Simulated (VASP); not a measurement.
The system is Al.

```xyz
1
Lattice="0.0000 2.0200 2.0200 2.0200 0.0000 2.0200 2.0200 2.0200 0.0000" Properties=species:S:1:pos:R:3 pbc="T T T"
Al    0.0000    0.0000    0.0000
```

The cell was built by a generator and needn't be a form met in nature.

Base run:

| Property | Result |
| --- | --- |
| Program | VASP 6.6.1 |
| Functional | PBEsol |
| Potentials or basis | VASP PAW PBE potentials, release 64 (Al) |
| Cutoff | 520 eV |
| k mesh | 26 × 26 × 26 |
| Occupations | methfessel-paxton, width 0.1 eV |
| Spin | no spin polarisation |

Its results: band gap on the k mesh none (metal or under the smearing width); pressure -1.4 GPa.

Problem. After a change of settings the same cell gave: band gap on the k mesh none (metal or under the smearing width); pressure -3.2 GPa. Which change was it?
A. functional from PBEsol to PBE; k mesh from 26 × 26 × 26 to 16 × 16 × 16
B. functional from PBEsol to LDA; potentials or basis from VASP PAW PBE potentials, release 64 (Al) to VASP PAW LDA potentials, release 64 (Al)
C. functional from PBEsol to PBE
D. functional from PBEsol to PBE; k mesh from 26 × 26 × 26 to 36 × 36 × 36

Solution. B.

Caveats: the PAW data sets were made with another functional, which shifts forces and pressure a little (some runs).

Not every run made on this cell is shown here.
